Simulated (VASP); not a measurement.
A convergence study with VASP on Ag (fcc): one setting is varied, all else stays as given below, so the limit is that of these other settings.

```yaml
crystal:
  lattice:
    - [0.00000, 2.04500, 2.04500]
    - [2.04500, 0.00000, 2.04500]
    - [2.04500, 2.04500, 0.00000]
  atoms:
    - { symbol: Ag, position: [0.00000, 0.00000, 0.00000] }
```

These are LDA (Ceperley-Alder, Perdew-Zunger), VASP's LDA PAW potentials (set 64) (plane waves; VASP) values and carry that method's errors. The tightest run used: 550 eV cut-off, 21×21×21 Monkhorst-Pack mesh, first-order Methfessel-Paxton smearing of 0.10 eV, potentials Ag.

Problem. The settings run are 1×1×1 mesh; 2×2×2 mesh; 3×3×3 mesh; 4×4×4 mesh; 5×5×5 mesh; 6×6×6 mesh; 7×7×7 mesh; 8×8×8 mesh; 9×9×9 mesh; 10×10×10 mesh; 11×11×11 mesh; 12×12×12 mesh; 13×13×13 mesh; 14×14×14 mesh; 15×15×15 mesh; 16×16×16 mesh; 17×17×17 mesh; 18×18×18 mesh; 19×19×19 mesh; 20×20×20 mesh; 21×21×21 mesh. From which on does the energy per atom stay within 0.01 eV/atom of the tightest run?

Solution. From 10×10×10 mesh on: it is off by 0.0074 there and by no more than 0.01 in any finer run, while 9×9×9 mesh is off by 0.0223.
```csv
setting,E (eV/atom),pressure (GPa),irreducible k-points,difference judged (eV/atom)
1×1×1 mesh,-11.4600,-85.39,1,7.7079
2×2×2 mesh,-3.0513,-2.71,2,0.7008
3×3×3 mesh,-4.0762,-10.70,4,0.3241
4×4×4 mesh,-3.7030,-5.90,10,0.0491
5×5×5 mesh,-3.8748,-8.39,10,0.1227
6×6×6 mesh,-3.7488,-6.97,28,0.0033
7×7×7 mesh,-3.8064,-7.89,20,0.0542
8×8×8 mesh,-3.7545,-7.62,60,0.0023
9×9×9 mesh,-3.7745,-7.70,35,0.0223
10×10×10 mesh,-3.7596,-7.52,110,0.0074
11×11×11 mesh,-3.7577,-7.90,56,0.0055
12×12×12 mesh,-3.7570,-7.50,182,0.0048
13×13×13 mesh,-3.7541,-7.76,84,0.0019
14×14×14 mesh,-3.7564,-7.55,280,0.0043
15×15×15 mesh,-3.7516,-7.61,120,0.0006
16×16×16 mesh,-3.7551,-7.53,408,0.0030
17×17×17 mesh,-3.7515,-7.48,165,0.0007
18×18×18 mesh,-3.7549,-7.54,570,0.0028
19×19×19 mesh,-3.7514,-7.46,220,0.0008
20×20×20 mesh,-3.7549,-7.51,770,0.0027
21×21×21 mesh,-3.7522,-7.50,286,0.0000
```

Left out are rungs that failed or repeat a setting and relaxations that didn't move; long series are thinned to 24 rows.

The compound is Ag in the fcc structure. The cell was not relaxed at this level.
